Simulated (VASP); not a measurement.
Data:

```
CELL_PARAMETERS angstrom
      3.59030     0.00000     0.00000
     -1.79515     3.10929     0.00000
      0.00000     0.00000     5.64750
ATOMIC_POSITIONS crystal
  Dy 0.33333 0.66667 0.25000
  Dy 0.66667 0.33333 0.75000
```
Starting moments (μB, in the order of the record's atoms Dy Dy): 5.0 5.0.

Method: PBE GGA, VASP's PBE PAW potentials (set 64) (plane waves; VASP). Run with 300 eV cut-off, 9×9×5 Γ-centred mesh, Fermi-Dirac smearing of 0.10 eV, potentials Dy.

At this cut-off the stress carries a Pulay error, which pulls relaxed volumes low.

### Question
Give the stress tensor in GPa (positive for a compressed cell).

### Answer

```
0.67  0.00  0.00
0.00  0.67  0.00
0.00  0.00  2.55
```
The pressure is its mean diagonal, 1.30 GPa.

The structure comes from a measured Dy entry of the Crystallography Open Database, whose conditions weren't checked. The cell was not relaxed at this level.
